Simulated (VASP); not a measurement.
Here is a VASP 6.6.1 calculation.

The input INCAR:

```
  PREC = Accurate
  ENCUT = 520
  EDIFF = 1E-6
  ISMEAR = -1
  SIGMA = 0.1
  LREAL = F
  LASPH = T
  NELM = 80
  ALGO = Normal
  ISIF = 2
  LWAVE = F
  LCHARG = F
  METAGGA = R2SCAN
  LMIXTAU = T
  NBANDS = 28
```

File KPOINTS:

```
regular mesh
0
Gamma
  10 10 10
```

The input POSCAR:

```
FeCuNi2
1.0
    0.8086460000     -3.0790790000      0.0000000000
    0.0000000000      1.6457220000     -2.7251190000
    5.4578090000      3.0790790000      0.0000000000
Cu Fe Ni
1 1 2
Direct
    0.0000000000      0.0000000000      0.0000000000
    0.5000000000      0.5000000000      0.5000000000
    0.1111000000      0.8889000000      0.3333000000
    0.8889000000      0.1111000000      0.6667000000
```

Potentials or basis: VASP PAW PBE potentials, release 64 (Cu, Fe, Ni).

Run with:

```sh
$ cat potpaw_PBE.64/Cu/POTCAR potpaw_PBE.64/Fe/POTCAR potpaw_PBE.64/Ni/POTCAR > POTCAR
$ mpirun -np 1 vasp_std > vasp.out
```

(1) Estimate the pressure.

(2) Predict the band gap on the k mesh.

## Answers

(1) 30.2 GPa.

(2) none (metal or under the smearing width).

Caveat: a pressure of tens of GPa on the cell as given is suspect, and the run, the potentials or the cell itself is likely at fault; the PAW data sets were made with another functional, which shifts forces and pressure a little.
